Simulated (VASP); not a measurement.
Data:

```yaml
crystal:
  lattice:
    - [0.00000, 2.20019, 2.20019]
    - [2.20019, 0.00000, 2.20019]
    - [2.20019, 2.20019, 0.00000]
  atoms:
    - { symbol: Be, position: [0.25000, 0.25000, 0.25000] }
    - { symbol: Be, position: [0.75000, 0.75000, 0.75000] }
    - { symbol: C, position: [0.00000, 0.00000, 0.00000] }
```

Level of theory: revPBE GGA, VASP's PBE PAW potentials (set 64) (plane waves; VASP). Run with 520 eV cut-off, 9×9×9 Γ-centred mesh, Gaussian smearing of 0.050 eV, potentials Be C.

Predict the energy per atom (σ→0), pressure.

```
Property                        Value
---------------------  --------------
energy per atom (σ→0)  -5.534 eV/atom
pressure                    -5.73 GPa
```

Total energies compare only between runs with the same potentials, cut-off and functional.

The compound is Be2C in the antifluorite structure. This cell is one point of a volume scan, at 1.03 of the reference volume.
